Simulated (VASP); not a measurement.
# MnC (relaxed from the NiAs type structure, space group P6_3/mmc): computed properties

Method: PBEsol GGA, VASP's PBE PAW potentials (set 64) (plane waves; VASP).

```
Property                                                                                Value
----------------------------------  ---------------------------------------------------------
space group                                                                    P6_3/mmc (194)
cell                                a = b = 2.641 Å, c = 5.095 Å, α = β = 90.00°, γ = 120.00°
volume per atom                                                                  7.69 Å³/atom
band gap (over mesh and band path)                   none (metal, semimetal or under 0.01 eV)
cell moment                                                                           0.00 μB
density                                                                            7.23 g/cm³
```

```cif
data_C2Mn2
_chemical_formula_sum 'Mn2 C2'
_space_group_name_H-M_alt 'P 1'
_space_group_IT_number 1
_cell_length_a 2.64085
_cell_length_b 2.64085
_cell_length_c 5.09517
_cell_angle_alpha 90.000
_cell_angle_beta 90.000
_cell_angle_gamma 120.000
loop_
_space_group_symop_operation_xyz
  'x, y, z'
loop_
_atom_site_label
_atom_site_type_symbol
_atom_site_fract_x
_atom_site_fract_y
_atom_site_fract_z
_atom_site_occupancy
Mn1 Mn 0.00000 0.00000 0.00000 1
Mn2 Mn 0.00000 0.00000 0.50000 1
C1 C 0.33333 0.66667 0.25000 1
C2 C 0.66667 0.33333 0.75000 1
```

The structure was generated: MnC was put into the NiAs type type (P6_3/mmc), which need not be its known phase. It was relaxed first, which changed the volume by -36 %. Symmetry was kept, so distortions that lower it aren't found.
